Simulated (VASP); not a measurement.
Consider the following.

```yaml
crystal:
  lattice:
    - [-1.62309, 1.62309, 1.62309]
    - [1.62309, -1.62309, 1.62309]
    - [1.62309, 1.62309, -1.62309]
  atoms:
    - { symbol: Nb, position: [0.00000, 0.00000, 0.00000] }
```

Level of theory: LDA (Ceperley-Alder, Perdew-Zunger), VASP's LDA PAW potentials (set 64) (plane waves; VASP). Settings: 520 eV cut-off, 14×14×14 Γ-centred mesh, first-order Methfessel-Paxton smearing of 0.10 eV, potentials Nb_sv.

Problem. Predict the energy per atom (σ→0), band gap (on the k-mesh) with the smallest direct gap where there is one.

Solution. 
The band gap (on the k-mesh) is none (metal, semimetal or under 0.01 eV) and the energy per atom (σ→0) comes out as -11.251 eV/atom.

Total energies compare only between runs with the same potentials, cut-off and functional.

The compound is Nb in the bcc structure. It was relaxed first. The start is the result of an earlier pass.
